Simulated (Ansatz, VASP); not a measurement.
# GeP2Pb (CuAu-ordered zincblende type (invented)) in two plane-wave programs, part 2 of 2

Aim: how closely do two programs agree when they are given the same cell, functional and k mesh? The cell is generated by rule, not measured, and may not be a known phase. Of the first pair: The two relaxations start from unlike cells of this crystal (the structure described is Ansatz's start), so only their ends are compared.

VASP 6.6.1 and Ansatz 0.2.0.

So far: The starting structure; VASP: relaxation of cell and atoms, PBE, pair 1; Ansatz: relaxation of cell and atoms, PBE, pair 1; Side by side.

## Step 5: VASP: relaxation of cell and atoms, PBE, pair 2

Level of this step: PBE; plane waves and PAW (Ge_d, Pb_d, P); invented cell (VASP).

The relaxed volume is the usual yardstick between codes: in a stiff, nearly cubic crystal its relative difference is about their pressure difference at one cell divided by the bulk modulus. Its start cell is another than that of the pair before, and may be another structure of the material.

The input, INCAR:

```
SYSTEM = GeP2Pb
PREC = Accurate
ENCUT = 500
EDIFF = 1E-07
NELM = 120
ISMEAR = 0
SIGMA = 0.1
LREAL = .FALSE.
ALGO = Normal
GGA = PE
NBANDS = 25
LORBIT = 11
LWAVE = .FALSE.
LCHARG = .FALSE.
ISIF = 3
IBRION = 2
NSW = 80
EDIFFG = -0.005
LASPH = .TRUE.
GGA_COMPAT = .FALSE.
NELMIN = 4
KPAR = 2
```

The input, POSCAR:

```
GeP2Pb
1.0
    3.9574650000      0.0000000000      0.0000000000
    0.0000000000      3.9574650000      0.0000000000
    0.0000000000      0.0000000000      6.8572750000
Ge Pb P
1 1 2
Direct
    0.0000000000      0.0000000000      0.0000000000
    0.5000001263      0.5000001263      0.5000000729
    0.0000000000      0.5000001263      0.2013132039
    0.5000001263      0.0000000000      0.7986867961
```

The input, KPOINTS:

```
Automatic mesh
0
Gamma
10 10 6
0 0 0
```

PAW data sets: Ge_d, Pb_d and P (PBE family, release 64).

On the command line:

```sh
> mpirun -np 2 vasp_std
```

Numbers of over 12 decimals in the logs are rounded to 6 here.

Output:

```text
[... set-up lines as in an earlier step ...]
 entering main loop
       N       E                     dE             d eps       ncg     rms          rms(c)
DAV:   1     0.330763237878E+03    0.33076E+03   -0.18083E+04  4766   0.235E+03
DAV:   2     0.269173325709E+02   -0.30385E+03   -0.29713E+03  4306   0.582E+02
DAV:   3    -0.165239532123E+02   -0.43441E+02   -0.42707E+02  5407   0.168E+02
DAV:   4    -0.185183425864E+02   -0.19944E+01   -0.19886E+01  4933   0.402E+01
[...]
DAV:  13    -0.179254069034E+02   -0.40086E-05   -0.11761E-05  5069   0.155E-02    0.469E-03
DAV:  14    -0.179254070553E+02   -0.15192E-06   -0.19519E-06  5087   0.121E-02    0.157E-03
DAV:  15    -0.179254069679E+02    0.87484E-07   -0.25735E-07  4518   0.297E-03
   1 F= -.17925407E+02 E0= -.17921522E+02  d E =-.179254E+02
[... from here on, the cycles between the ionic steps are left out ...]
   2 F= -.17925612E+02 E0= -.17921782E+02  d E =-.205150E-03
   3 F= -.17925622E+02 E0= -.17921807E+02  d E =-.214881E-03
   4 F= -.17925713E+02 E0= -.17921936E+02  d E =-.909603E-04
   5 F= -.17925724E+02 E0= -.17921968E+02  d E =-.102194E-03
   6 F= -.17925724E+02 E0= -.17921966E+02  d E =-.102335E-03
[...]
reached required accuracy - stopping structural energy minimisation
```

Parts of OUTCAR (step 5):

```text
  Total       -0.0119462     -0.0119462      0.0106979      0.0000000      0.0000000      0.0000000
  in kB       -0.1780188     -0.1780188      0.1594177      0.0000000      0.0000000      0.0000000
  external PRESSURE =      -0.0655400 kB  Pullay stress =       0.0000000 kB

 POSITION                                       TOTAL-FORCE (eV/Angst)
 -----------------------------------------------------------------------------------
      0.00000      0.00000     -0.00000        -0.000000      0.000000      0.000000
      1.97764      1.97764      3.43627         0.000000      0.000000      0.000000
      0.00000      1.97764      1.37843         0.000000      0.000000      0.004488
      1.97764      0.00000      5.49410        -0.000000      0.000000     -0.004488
 -----------------------------------------------------------------------------------
    total drift:                               -0.000484     -0.000484     -0.000376

  FREE ENERGIE OF THE ION-ELECTRON SYSTEM (eV)
  ---------------------------------------------------
  free  energy   TOTEN  =       -17.9257241839 eV

  energy  without entropy=      -17.9182087586  energy(sigma->0) =      -17.92196647

[... 1 part as in an earlier step ...]

[... 3 further parts left out ...]
[key lines of the parts left out:]
E-fermi :   4.6515
```

## Step 6: Ansatz: relaxation of cell and atoms, PBE, pair 2

The same cell, functional, mesh and smearing now go to Ansatz, which takes its cutoff from its data sets.

The cell is taken from a series of runs on this material, whose earlier steps may have relaxed, scaled, displaced or heated it; both programs get it as it stands.

The input, input.yaml:

```yaml
crystal:
  lattice:
    - [3.9574650694, 0.0, 0.0]
    - [0.0, 3.9574650694, 0.0]
    - [0.0, 0.0, 6.8572754834]
  atoms:
    - { symbol: Ge, position: [0.0, 0.0, 0.0] }
    - { symbol: Pb, position: [0.5, 0.5, 0.5] }
    - { symbol: P, position: [0.0, 0.5, 0.2013131891] }
    - { symbol: P, position: [0.5, 0.0, 0.7986868109] }
kpoints:
  mp_grid: { grid: [10, 10, 6] }
hamiltonian:
  xc: pbe
scf:
  occupations: { method: gaussian, width: 0.1 }
output:
  forces: true
  stress: true
  eigenvalues: true
  write_density: true
  write_potential: true
  elf: true
  volumetric_format: npy
relax:
  adjacent_minimum: "off"
  f_tol: 0.005
  max_steps: 80
  cell: { stress_tol: 0.05 }
```

On the command line:

```sh
> ansatz run input.yaml --threads 2 --pin off --max-ram 5120MiB --backend cpu --events-out ev --progress --plain --runs-dir out
```

Output:

```text
[...]
Crystal: 4 atoms, lattice volume = 107.395 Å³
Basis set: ecut = 420 eV, 2103 PW (Γ), exchange–correlation on 54×54×96 points (8 copies of the dense FFT grid, shifted against one another)
Bands: 23, of which v1, the nominal top of the filled ones, is band 19 counted from 1 (18 counted from 0)
Symmetry: 8 space group operations
[...]
k-points: 84 of 600 (time reversal used)
[...]
--- Relaxed structure (3 steps of the walk, 3 accepted, 1 SCFs on fresh bases) ---
[...]
cell:  # Å, volume = 107.6995 Å³
    - [3.958843, 0, -1.1957071392987245e-19]
    - [0, 3.958843, 0]
    - [-2.0718548636191965e-19, 0, 6.871904]
  atoms:
    - { symbol: Ge, position: [0, 0, 0] }
    - { symbol: Pb, position: [0.5, 0.5, 0.500000] }
    - { symbol: P, position: [0, 0.5, 0.200810] }
    - { symbol: P, position: [0.5, 0, 0.799190] }
[key lines of the parts left out:]
SCF converged after 6 iterations
Free energy (F): -17711.866843 eV
Fermi energy:    6.803036 eV
P = ⅓ Tr σ = -0.0040 GPa (-0.040 kbar)
```

## Step 7: Side by side

Compared:

```tsv
quantity	Ansatz	VASP	difference
volume (Å³)	107.70	107.52	+0.17 %
edge a after relaxation, in the typed setting (Å)	3.959	3.955	+0.09 %
edge c after relaxation, in the typed setting (Å)	6.872	6.872	-0.01 %
```

## Step 8: Summary of results

| Item | Value |
| --- | --- |
| difference in volume (relaxation of cell and atoms, PBE, pair 1) | -0.21 % |
| difference in volume (relaxation of cell and atoms, PBE, pair 2) | 0.17 % |

**Reading.** The difference in volume is -0.21 % (relaxation of cell and atoms, PBE, pair 1), within the 1.2 % picked in this series as the mark of a large difference, as far as the stopping tolerances let one tell. Such differences can come from data sets, numerical settings and the points named under the comparisons, not from the functional's error against experiment.

[Lines on the potential files, build, host, timing and source positions are cut from VASP's logs without a mark.]

[Logs are printed without paths, hosts, clocks, repeated set-up lines and the standing remarks that a program may print on its own settings, such as how far it seeks lower states.]

[Hosts, paths, dates, database ids (printed as entryN), source tags and the programs' standing remarks are cut or masked in the printed files.]
